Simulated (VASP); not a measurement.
A VASP calculation is set up with these files.

File KPOINTS:
```
Automatic mesh
0
Gamma
12 12 7
0 0 0
```

POSCAR:
```
Ru
1
    1.3550000000    -2.3469290000     0.0000000000
    1.3550000000     2.3469290000     0.0000000000
    0.0000000000     0.0000000000     4.2800000000
Ru
2
Direct
  0.3333330000   0.6666670000   0.2500000000
  0.6666670000   0.3333330000   0.7500000000
```

**INCAR**
```
SYSTEM = Ru
PREC = Accurate
ENCUT = 400
EDIFF = 1E-6
NELM = 100
ALGO = Normal
LREAL = .FALSE.
LASPH = .TRUE.
ISMEAR = 1
SIGMA = 0.1
GGA = PE
LMAXMIX = 4
LWAVE = .FALSE.
LCHARG = .FALSE.
ISIF = 2
NBANDS = 12
```

POTCAR, in this order: Ru_pv (PBE.64 set). Program: vasp_std.

Problem. Does this input run properly? What does VASP do?

Solution. There is a fault: NBANDS is too small to hold all electrons. VASP stops with an error: The number of bands is not sufficient to hold all electrons. I am sorry, but this calculation does not make sense. If you want to calculate only selected states, you need to set either EFERMI or EREF. EREF specifies around which energy states are supposed to be calculated. I found NBANDS = 12, NELECT = 28. ----> I REFUSE TO CONTINUE WITH THIS SICK JOB ... BYE!!! <----

**standard output**
```
 POSCAR found type information on POSCAR Ru
 POSCAR found :  1 types and       2 ions
 Reading from existing POTCAR
 Reading from existing POTCAR
 LDA part: xc-table for (Slater+PW92), standard interpolation

 -----------------------------------------------------------------------------
|                                                                             |
|     EEEEEEE  RRRRRR   RRRRRR   OOOOOOO  RRRRRR      ###     ###     ###     |
|     E        R     R  R     R  O     O  R     R     ###     ###     ###     |
|     E        R     R  R     R  O     O  R     R     ###     ###     ###     |
|     EEEEE    RRRRRR   RRRRRR   O     O  RRRRRR       #       #       #      |
|     E        R   R    R   R    O     O  R   R                               |
|     E        R    R   R    R   O     O  R    R      ###     ###     ###     |
|     EEEEEEE  R     R  R     R  OOOOOOO  R     R     ###     ###     ###     |
|                                                                             |
|     The number of bands is not sufficient to hold all electrons. I am       |
|     sorry, but this calculation does not make sense. If you want to         |
|     calculate only selected states, you need to set either EFERMI or        |
|     EREF. EREF specifies around which energy states are supposed to be      |
|     calculated.                                                             |
|     I found NBANDS = 12, NELECT = 28.                                       |
|                                                                             |
|       ---->  I REFUSE TO CONTINUE WITH THIS SICK JOB ... BYE!!! <----       |
|                                                                             |
 -----------------------------------------------------------------------------
```

To mend it, remove NBANDS.

The mended run (PBE GGA, plane waves, VASP's PBE PAW potentials (set 64)) converges, and its OSZICAR ends with
```
   1 F= -.18470658E+02 E0= -.18470652E+02  d E =-.174600E-04
```

The compound is Ru in the hcp structure. The cell was not relaxed at this level.
